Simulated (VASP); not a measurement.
Computed with LDA (Ceperley-Alder, Perdew-Zunger), VASP's LDA PAW potentials (set 64) (plane waves; VASP 6.6.1).

Input for VASP

**INCAR**
```
! general
SYSTEM =BW2
PREC   =Accurate
ENCUT  =400
LREAL  =.False.
LASPH  =.True.   ! aspherical one-centre terms

! electronic loop
EDIFF  =1E-6
NELM   =100
ALGO   =Normal
LMAXMIX=6

! smearing
ISMEAR =0   ! Gaussian
SIGMA  =0.136   ! width (eV)

! ions
ISIF   =2

! output
LWAVE  =.False.
LCHARG =.False.
```

### POSCAR
```
BW2
1
   -2.7835850000     2.7835850000     2.3829400000
    2.7835850000    -2.7835850000     2.3829400000
    2.7835850000     2.7835850000    -2.3829400000
B W
2 4
Direct
  0.2395510000   0.2560190000  -0.0062260000
  0.7480770000   0.7595740000  -0.0042520000
  0.6833000000   0.8408810000   0.5402470000
  0.3496270000   0.1644950000   0.5099120000
  0.8143470000   0.3098670000   0.1275390000
  0.1650980000   0.6691640000   0.8327790000
```

File KPOINTS:
```
Automatic
0
gamma
3 3 3
```

POTCAR, in this order: B W_sv (LDA.64 set). Program: vasp_std.

Output

OSZICAR:
```
       N       E                     dE             d eps       ncg     rms          rms(c)
DAV:   1     0.697198209657E+03    0.69720E+03   -0.31510E+04  1036   0.164E+03
DAV:   2    -0.354862010870E+02   -0.73268E+03   -0.71628E+03  1070   0.544E+02
DAV:   3    -0.766335651263E+02   -0.41147E+02   -0.39541E+02  1233   0.120E+02
DAV:   4    -0.778122192191E+02   -0.11787E+01   -0.11266E+01  1280   0.178E+01
DAV:   5    -0.778311554811E+02   -0.18936E-01   -0.18851E-01  1249   0.229E+00    0.511E+01
DAV:   6    -0.728509371042E+02    0.49802E+01   -0.22379E+01  1234   0.239E+01    0.182E+01
DAV:   7    -0.725257854707E+02    0.32515E+00   -0.19905E+00  1262   0.966E+00    0.489E+00
DAV:   8    -0.724672948071E+02    0.58491E-01   -0.39112E-01  1351   0.648E+00    0.157E+00
DAV:   9    -0.724461886366E+02    0.21106E-01   -0.86933E-02  1329   0.306E+00    0.448E-01
DAV:  10    -0.724436725336E+02    0.25161E-02   -0.84009E-03  1240   0.742E-01    0.187E-01
DAV:  11    -0.724435710631E+02    0.10147E-03   -0.72935E-04  1283   0.276E-01    0.782E-02
DAV:  12    -0.724435473197E+02    0.23743E-04   -0.14381E-04  1315   0.128E-01    0.259E-02
DAV:  13    -0.724435443909E+02    0.29288E-05   -0.25884E-05  1267   0.467E-02    0.833E-03
DAV:  14    -0.724435443437E+02    0.47202E-07   -0.40712E-06   950   0.150E-02
   1 F= -.72443544E+02 E0= -.72429229E+02  d E =-.286300E-01
```

File OUTCAR:
```
------------------------ aborting loop because EDIFF is reached ----------------------------------------
  FORCE on cell =-STRESS in cart. coord.  units (eV):
  Direction    XX          YY          ZZ          XY          YZ          ZX
  --------------------------------------------------------------------------------------
  Total       -2.2564504     -2.1765762     -2.4792243     -0.3446647     -0.3823538      0.1182043
  in kB      -48.9501806    -47.2174343    -53.7829129     -7.4769635     -8.2945711      2.5642575
  external PRESSURE =     -49.9835093 kB  Pullay stress =       0.0000000 kB
  volume of cell :       73.86
      direct lattice vectors                 reciprocal lattice vectors
    -2.783585000  2.783585000  2.382940000     0.000000000  0.179624477  0.209824838
     2.783585000 -2.783585000  2.382940000     0.179624477  0.000000000  0.209824838
     2.783585000  2.783585000 -2.382940000     0.179624477  0.179624477  0.000000000
 POSITION                                       TOTAL-FORCE (eV/Angst)
 -----------------------------------------------------------------------------------
      2.81209      2.72041     -1.18719        -0.134308      1.410520      0.614881
      2.80375      2.73975      1.21983         0.114128      1.588378     -0.950956
      1.94246      1.06518      2.34466        -3.300452     -2.699497      0.873790
      0.90405      1.93471      0.01003         0.607110     -2.012122     -0.444335
     -1.04925      1.75928      2.37502         3.041752      1.843979      0.132491
      3.72122      0.91500      0.00353        -0.328230     -0.131258     -0.225869
 -----------------------------------------------------------------------------------
    total drift:                               -0.000328     -0.000012      0.000066
  FREE ENERGIE OF THE ION-ELECTRON SYSTEM (eV)
  ---------------------------------------------------
  free  energy   TOTEN  =       -72.4435443437 eV

  energy  without entropy=      -72.4149143343  energy(sigma->0) =      -72.42922934
```
(Selected blocks of OUTCAR.)

At this cut-off the stress carries a Pulay error, which pulls relaxed volumes low.

The structure comes from a computed database's BW2 entry; how it stands against other phases isn't given here. The cell was not relaxed at this level, atoms are displaced from their ideal sites. The k-mesh is coarse (spacing up to 0.58 per Å, 2π included), so the numbers may not be converged in it. The run is one of a series of settings (KPOINTS 3×3×3 Γ-centred mesh against the base run), some of them coarse on purpose.
